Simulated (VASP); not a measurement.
Method: PBE GGA, VASP's PBE PAW potentials (set 64) (plane waves; VASP).

A VASP calculation is set up with these files.

POSCAR:
```
SrTiO3
1.0
  3.9411134050   0.0000000000   0.0000000000
  0.0000000000   3.9411134050   0.0000000000
  0.0000000000   0.0000000000   3.9411134050
Sr Ti O
1 1 3
Cart
  0.0000000000   0.0000000000   0.0000000000
  1.9705567025   1.9705567025   1.9705567025
  1.9705567025   0.0000000000   1.9705567025
  0.0000000000   1.9705567025   1.9705567025
  1.9705567025   1.9705567025   0.0000000000
```

### INCAR
```
SYSTEM = SrTiO3
PREC = Accurate
ENCUT = 520
EDIFF = 1E-7
NELM = 100
ALGO = Normal
LREAL = .FALSE.
LASPH = .TRUE.
ISMEAR = -5
GGA = PE
LMAXMIX = 4
LWAVE = .FALSE.
LCHARG = .TRUE.
LORBIT = 11
NEDOS = 601
ISIF = 2
```

KPOINTS:
```
Regular mesh
0
G
 8 8 8
0 0 0
```

POTCAR, in this order: Sr_sv Ti_sv O (PBE.64 set). Program: vasp_std.

Output

OSZICAR:
```
       N       E                     dE             d eps       ncg     rms          rms(c)
DAV:   1     0.455926301191E+03    0.45593E+03   -0.21894E+04  1680   0.185E+03
DAV:   2    -0.249213502955E+01   -0.45842E+03   -0.45171E+03  2040   0.505E+02
DAV:   3    -0.483414350576E+02   -0.45849E+02   -0.45617E+02  2416   0.149E+02
DAV:   4    -0.504321720560E+02   -0.20907E+01   -0.20899E+01  2360   0.292E+01
DAV:   5    -0.505155990891E+02   -0.83427E-01   -0.83423E-01  2424   0.443E+00    0.263E+01
DAV:   6    -0.401642539452E+02    0.10351E+02   -0.68619E+01  2544   0.743E+01    0.157E+01
DAV:   7    -0.401882553643E+02   -0.24001E-01   -0.97687E+00  2112   0.241E+01    0.102E+01
DAV:   8    -0.401943251749E+02   -0.60698E-02   -0.21350E+00  2152   0.153E+01    0.302E+00
DAV:   9    -0.401089479550E+02    0.85377E-01   -0.50121E-01  2064   0.682E+00    0.946E-01
DAV:  10    -0.401130576619E+02   -0.41097E-02   -0.12057E-01  2272   0.250E+00    0.876E-01
DAV:  11    -0.401047220513E+02    0.83356E-02   -0.84531E-02  2400   0.242E+00    0.265E-01
DAV:  12    -0.401041286140E+02    0.59344E-03   -0.39238E-03  1960   0.665E-01    0.125E-01
DAV:  13    -0.401039729167E+02    0.15570E-03   -0.77282E-04  2496   0.239E-01    0.630E-02
DAV:  14    -0.401039739981E+02   -0.10815E-05   -0.17115E-04  2272   0.923E-02    0.203E-02
DAV:  15    -0.401039723334E+02    0.16647E-05   -0.13275E-05  2560   0.326E-02    0.126E-02
DAV:  16    -0.401039724223E+02   -0.88887E-07   -0.26996E-06  2040   0.128E-02    0.102E-02
DAV:  17    -0.401039712802E+02    0.11421E-05   -0.46539E-06  2104   0.294E-02    0.203E-03
DAV:  18    -0.401039713245E+02   -0.44293E-07   -0.35391E-07  1808   0.408E-03
   1 F= -.40103971E+02 E0= -.40103971E+02  d E =0.000000E+00
```

**OUTCAR**
```
------------------------ aborting loop because EDIFF is reached ----------------------------------------
  FORCE on cell =-STRESS in cart. coord.  units (eV):
  Direction    XX          YY          ZZ          XY          YZ          ZX
  --------------------------------------------------------------------------------------
  Total        0.0029139      0.0029139      0.0029139     -0.0000000     -0.0000000     -0.0000000
  in kB        0.0762668      0.0762668      0.0762668     -0.0000000     -0.0000000     -0.0000000
  external PRESSURE =       0.0762668 kB  Pullay stress =       0.0000000 kB
  volume of cell :       61.21
      direct lattice vectors                 reciprocal lattice vectors
     3.941113405  0.000000000  0.000000000     0.253735403  0.000000000  0.000000000
     0.000000000  3.941113405  0.000000000     0.000000000  0.253735403  0.000000000
     0.000000000  0.000000000  3.941113405     0.000000000  0.000000000  0.253735403
 POSITION                                       TOTAL-FORCE (eV/Angst)
 -----------------------------------------------------------------------------------
      0.00000      0.00000      0.00000         0.000000      0.000000      0.000000
      1.97056      1.97056      1.97056         0.000000      0.000000      0.000000
      1.97056      0.00000      1.97056         0.000000      0.000000      0.000000
      0.00000      1.97056      1.97056         0.000000      0.000000      0.000000
      1.97056      1.97056      0.00000         0.000000      0.000000      0.000000
 -----------------------------------------------------------------------------------
    total drift:                                0.000000      0.000000     -0.000000
  FREE ENERGIE OF THE ION-ELECTRON SYSTEM (eV)
  ---------------------------------------------------
  free  energy   TOTEN  =       -40.1039713245 eV

  energy  without entropy=      -40.1039713245  energy(sigma->0) =      -40.10397132

 total charge

# of ion       s       p       d       tot
------------------------------------------
    1        1.997   5.791   0.191   7.979
    2        2.223   6.300   1.729  10.252
    3        1.563   3.479   0.000   5.043
    4        1.563   3.479   0.000   5.043
    5        1.563   3.479   0.000   5.043
--------------------------------------------------
tot          8.910  22.529   1.920  33.359
```
(Selected blocks of OUTCAR.)

The compound is SrTiO3 in the cubic perovskite structure, the ideal cubic form; the compound distorts at low or room temperature. It was relaxed first.
